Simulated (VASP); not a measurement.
# LiTl2B6 (Fm-3m) in VASP: relaxation of cell and atoms with PBE

Aim: the relaxation of cell and atoms of LiTl2B6 with PBE.

All numbers are computed with VASP 6.6.1; they aren't measurements. Logs are shortened: lines on timing, memory, paths and dates and some standing lists are left out, and cuts for length are marked.

**1. The cell of the first run**

It takes space group Fm-3m (No. 225, cubic). Conventional cell: a = 7.851 Å, b = 7.851 Å, c = 7.851 Å, α = 90.00°, β = 90.00°, γ = 90.00°. Li (site symmetry m-3m) is surrounded by 6 B at 1.59 Å. Tl (site symmetry -43m) has 12 B at 2.80 Å as nearest neighbours. B (site symmetry 4mm) has 1 Li at 1.59 Å as nearest neighbours.

The cell was built by a generator and needn't be a form met in nature.

**2. Relaxation of cell and atoms, PBE (species swapped into the K2H6Pt type (Fm-3m, No. 225))**

The input, INCAR:

```
SYSTEM = LiTl2B6
PREC = Accurate ; ENCUT = 600
EDIFF = 1E-6 ; ISMEAR = 0
SIGMA = 0.1 ; LREAL = .False.
LASPH = .True. ; NELM = 100
ALGO = Normal ; ISIF = 3
LWAVE = .False. ; LCHARG = .False.
GGA = PE ; IBRION = 2
NSW = 90 ; EDIFFG = -0.04
```

The input, KPOINTS:

```
Automatic mesh
0
Gamma
  4 4 4
  0 0 0
```

The input, POSCAR:

```
LiTl2B6
1.0
    0.0000000000      3.9256926100      3.9256926100
    3.9256926100      0.0000000000      3.9256926100
    3.9256926100      3.9256926100      0.0000000000
Li Tl B
1 2 6
Direct
    0.0000000000      0.0000000000      0.0000000000
    0.7500000000      0.7500000000      0.7500000000
    0.2500000000      0.2500000000      0.2500000000
    0.7978621700      0.7978621700      0.2021378300
    0.2021378300      0.7978621700      0.2021378300
    0.7978621700      0.2021378300      0.2021378300
    0.2021378300      0.2021378300      0.7978621700
    0.7978621700      0.2021378300      0.7978621700
    0.2021378300      0.7978621700      0.7978621700
```

Potentials or basis: VASP PAW PBE potentials, release 64 (Li_sv, Tl_d, B).

Command:

```sh
cat potpaw_PBE.64/Li_sv/POTCAR potpaw_PBE.64/Tl_d/POTCAR potpaw_PBE.64/B/POTCAR > POTCAR
mpirun -np 1 vasp_std > vasp.out
```

OUTCAR:

```text
SYSTEM = LiTl2B6
   PREC = Accurate
   ENCUT = 600
   EDIFF = 1E-6
   ISMEAR = 0
   LREAL = .False.
   LASPH = .True.
   NELM = 100
   ISIF = 3
   GGA = PE
   IBRION = 2
   NSW = 90
   EDIFFG = -0.04

 ion  position               nearest neighbor table
   1  0.000  0.000  0.000-   4 1.59   5 1.59   6 1.59   7 1.59   8 1.59   9 1.59
   2  0.750  0.750  0.750-   4 2.80   8 2.80   9 2.80   4 2.80   5 2.80   6 2.80   6 2.80   7 2.80
                             8 2.80   5 2.80   7 2.80   9 2.80   3 3.93   3 3.93   3 3.93   3 3.93
   3  0.250  0.250  0.250-   4 2.80   6 2.80   8 2.80   4 2.80   5 2.80   9 2.80   7 2.80   8 2.80
                             9 2.80   5 2.80   6 2.80   7 2.80   2 3.93   2 3.93   2 3.93   2 3.93
   4  0.798  0.798  0.202-   1 1.59   2 2.80   2 2.80   3 2.80   3 2.80
   5  0.202  0.798  0.202-   1 1.59   2 2.80   2 2.80   3 2.80   3 2.80
   6  0.798  0.202  0.202-   1 1.59   2 2.80   2 2.80   3 2.80   3 2.80
   7  0.202  0.202  0.798-   1 1.59   2 2.80   2 2.80   3 2.80   3 2.80
   8  0.798  0.202  0.798-   1 1.59   2 2.80   2 2.80   3 2.80   3 2.80
   9  0.202  0.798  0.798-   1 1.59   2 2.80   2 2.80   3 2.80   3 2.80

  LATTYP: Found a face centered cubic cell.
 ALAT       =     7.8513852200

  Lattice vectors:

 A1 = (   0.0000000000,   3.9256926100,   3.9256926100)
 A2 = (   3.9256926100,   0.0000000000,   3.9256926100)
 A3 = (   3.9256926100,   3.9256926100,   0.0000000000)

Analysis of symmetry for initial positions (statically):
=====================================================================
 Subroutine PRICEL returns:
 Original cell was already a primitive cell.

 Routine SETGRP: Setting up the symmetry group for a
 face centered cubic supercell.

 Subroutine GETGRP returns: Found 48 space group operations
 (whereof 48 operations were pure point group operations)
 out of a pool of 48 trial point group operations.

The static configuration has the point symmetry O_h .

Analysis of symmetry for dynamics (positions and initial velocities):
=====================================================================
 Subroutine PRICEL returns:
 Original cell was already a primitive cell.

 Routine SETGRP: Setting up the symmetry group for a
 face centered cubic supercell.

 Subroutine GETGRP returns: Found 48 space group operations
 (whereof 48 operations were pure point group operations)
 out of a pool of 48 trial point group operations.

The dynamic configuration has the point symmetry O_h .

 Subroutine INISYM returns: Found 48 space group operations
 (whereof 48 operations are pure point group operations),
 and found     1 'primitive' translations

[... 91 lines left out ...]
   EDIFF  = 0.1E-05   stopping-criterion for ELM
   LREAL  =      F    real-space projection
   EDIFFG = -.4E-01   stopping-criterion for IOM
   NSW    =     90    number of steps for IOM
   IBRION =      2    ionic relax: 0-MD 1-quasi-New 2-CG
   NFREE  =      1    steps in history (QN), initial steepest desc. (CG)
   ISIF   =      3    stress and relaxation
   ISYM   =      2    0-nonsym 1-usesym 2-fastsym
   POTIM  = 0.5000    time-step for ionic-motion
   TEBEG  =    0.0;   TEEND  =   0.0 temperature during run
   PSTRESS=    0.0 pullay stress
   NELECT =      47.0000    total number of electrons
   NUPDOWN=      -1.0000    fix difference up-down
   EMIN   =  10.00;   EMAX   =-10.00  energy-range for DOS
   EFERMI =   0.00;   METHOD = LEGACY
   ISMEAR =     0;   SIGMA  =   0.10  broadening in eV -4-tet -1-fermi 0-gaus
   EFERMI_NEDOS =   21; number of points for ismear=-14 and -15
   IALGO  =     38    algorithm
   IMIX   =      4    mixing-type and parameters
     AMIX     =   0.40;   BMIX     =  1.00
     AMIX_MAG =   1.60;   BMIX_MAG =  1.00
  volume/ion in A,a.u.               =      13.44        90.73
  Fermi-wavevector in a.u.,A,eV,Ry     =   1.194486  2.257252 19.412758  1.426797
  Thomas-Fermi vector in A             =   2.330475
   LORBIT       =      0    0 simple, 1 ext, 2 COOP (PROOUT), +10 PAW based schemes
   GGA     = PE    functional components
   LHFCALC =     F    Hartree Fock is set to
   AEXX    =    0.0000 exact exchange contribution
   IVDW    =     0    specifies the selected vdW correction
   LEPSILON=     F    determine dielectric tensor
   LRPA    =     F    only Hartree local field effects (RPA)
 conjugate gradient relaxation of ions
 non-spin polarized calculation
 Gauss-broadening in eV      SIGMA  =   0.10
  energy-cutoff  :      600.00
  volume of cell :      121.00
 maximum number of plane-waves:      4056
 NGX is ok and might be reduce to    48
   NGX = 23   NGY = 23   NGZ = 23

--------------------------------------- Ionic step        1  -------------------------------------------

 number of electron      47.0000005 magnetization

 Free energy of the ion-electron system (eV)
  ---------------------------------------------------
  ext. energy  EPLUGINS =         0.00000000
  ---------------------------------------------------
  free energy    TOTEN  =       -22.59238847 eV

  energy without entropy =      -22.55844453  energy(sigma->0) =      -22.57541650

------------------------ aborting loop because EDIFF is reached ----------------------------------------

  FORCE on cell =-STRESS in cart. coord.  units (eV):
  Direction    XX          YY          ZZ          XY          YZ          ZX
  --------------------------------------------------------------------------------------
  -------------------------------------------------------------------------------------
  Total        8.3227871      8.3227871      8.3227871      0.0000000      0.0000000      0.0000000
  in kB      110.2047969    110.2047969    110.2047969      0.0000000      0.0000000      0.0000000
  external PRESSURE =     110.2047969 kB  Pullay stress =       0.0000000 kB
[... 878 lines left out ...]
     27       6.9069      0.00000
     28       6.9069      0.00000

[... ionic steps 4 to 38 ...]

--------------------------------------- Ionic step       39  -------------------------------------------

 number of electron      46.9999994 magnetization

------------------------ aborting loop because EDIFF is reached ----------------------------------------
[... 81 lines left out ...]
--------------------------------------- Ionic step       41  -------------------------------------------

 number of electron      46.9999994 magnetization

 Free energy of the ion-electron system (eV)
  ---------------------------------------------------
  ext. energy  EPLUGINS =         0.00000000
  ---------------------------------------------------
  free energy    TOTEN  =       -37.84437196 eV

  energy without entropy =      -37.81937613  energy(sigma->0) =      -37.83187405

 E-fermi :   3.0853     XC(G=0):  -9.2150

 val. band max:        3.0702537056   @ k =   0.5000   0.2500   0.0000
 cond. band min:       3.1882214264   @ k =   0.2500   0.2500   0.0000
 fundamental gap:      0.1179677208
 Fermi energy:         3.0853311758
[... 282 lines left out ...]
  FREE ENERGIE OF THE ION-ELECTRON SYSTEM (eV)
  ---------------------------------------------------
  free  energy   TOTEN  =       -37.8443719631 eV

  energy  without entropy=      -37.8193761284  energy(sigma->0) =      -37.83187405

 reached required accuracy - stopping structural energy minimisation
```

It took 19 min on 1 thread of AMD EPYC 7R13 (Zen 3), shared host; peak memory 0.35 GiB.

Results:

```
Free energy                            : -37.8444 eV
Relaxed volume                         : 16.93 Å³/atom
Relaxed cell                           : a = 5.995 Å, b = 5.995 Å, c = 5.995 Å, α = 60.00°, β = 60.00°, γ = 60.00°
Space group after relaxing (to 0.05 Å) : Fm-3m (No. 225)
Energy gained by relaxing              : 1694.7 meV/atom
Ionic steps                            : 41
Pressure after relaxing                : 0.0 GPa
Largest force after relaxing           : 0.008 eV/Å
Band gap on the k mesh                 : none (metal or under the smearing width)
```

Forces on the atoms (eV/Å):
```
Li   0.000  0.000  0.000
Tl   0.000  0.000  0.000
Tl   0.000  0.000  0.000
B    0.000  0.000  0.008
B    0.000 -0.008  0.000
B   -0.008  0.000  0.000
B    0.000  0.000 -0.008
B    0.000  0.008  0.000
B    0.008  0.000  0.000
```

Step by step:
| step | energy change (eV) | largest force (eV/Å) | pressure (GPa) | volume (Å³) |
| --- | --- | --- | --- | --- |
| 1 | 0.0000 | 2.3185 | 11.02 | 121.00 |
| 3 | -1.6652 | 0.7431 | -3.30 | 143.79 |
| 5 | -2.0548 | 0.8613 | -3.45 | 139.06 |
| 7 | -7.3237 | 3.8300 | 21.26 | 91.79 |
| 9 | -4.0285 | 3.5027 | 27.46 | 90.88 |
| 11 | -0.3171 | 1.4211 | 134.34 | 66.14 |
| 13 | -3.4386 | 4.1314 | 74.65 | 75.14 |
| 15 | -3.6729 | 4.3166 | 64.59 | 77.43 |
| 17 | -3.7439 | 4.2452 | 66.82 | 76.87 |
| 19 | -3.8908 | 3.7584 | 78.00 | 74.40 |
| 21 | -4.3457 | 3.6189 | 75.54 | 74.89 |
| 23 | -6.2266 | 3.0572 | 66.12 | 77.11 |
| 25 | -10.7316 | 1.1696 | 47.86 | 86.46 |
| 27 | -12.3249 | 2.0469 | 34.28 | 94.65 |
| 29 | -14.2507 | 1.1911 | 3.89 | 112.70 |
| 31 | -14.3652 | 1.2887 | 1.76 | 115.84 |
| 33 | -14.9649 | 0.2995 | 2.22 | 129.53 |
| 35 | -15.0446 | 0.4154 | 4.17 | 134.60 |
| 37 | -15.1950 | 0.4510 | 2.76 | 144.45 |
| 39 | -15.2501 | 0.1463 | 0.20 | 153.14 |
| 41 | -15.2520 | 0.0084 | 0.04 | 152.36 |

Final structure:
```
CELL_PARAMETERS angstrom
0.00000 4.23921 4.23921
4.23921 0.00000 4.23921
4.23921 4.23921 0.00000
ATOMIC_POSITIONS crystal
Li 0.00000 0.00000 0.00000
Tl 0.75000 0.75000 0.75000
Tl 0.25000 0.25000 0.25000
B 0.64453 0.64453 0.35547
B 0.35547 0.64453 0.35547
B 0.64453 0.35547 0.35547
B 0.35547 0.35547 0.64453
B 0.64453 0.35547 0.64453
B 0.35547 0.64453 0.64453
```

Levels at points of the mesh, in eV from the Fermi level:
```tsv
k point	band 19	band 20	band 21	band 22	band 23	band 24	band 25	band 26	band 27	band 28
(0.00, 0.00, 0.00)	-3.30	-3.30	-0.61	-0.61	0.17	0.17	0.17	0.29	4.23	4.23
(0.50, 0.00, 0.00)	-2.94	-2.74	-1.16	-1.16	-0.92	-0.42	1.08	1.08	2.44	2.44
(0.50, 0.50, 0.00)	-2.38	-2.38	-1.65	-0.55	-0.50	-0.50	-0.44	1.29	3.32	3.32
```

Caveat: the cutoff is under 1.25 times the usual one of these potentials, so pressure, stress and relaxed cells hold a basis-set (Pulay) error; the volume moved by over 15 % at a fixed basis, so the end points are rough.
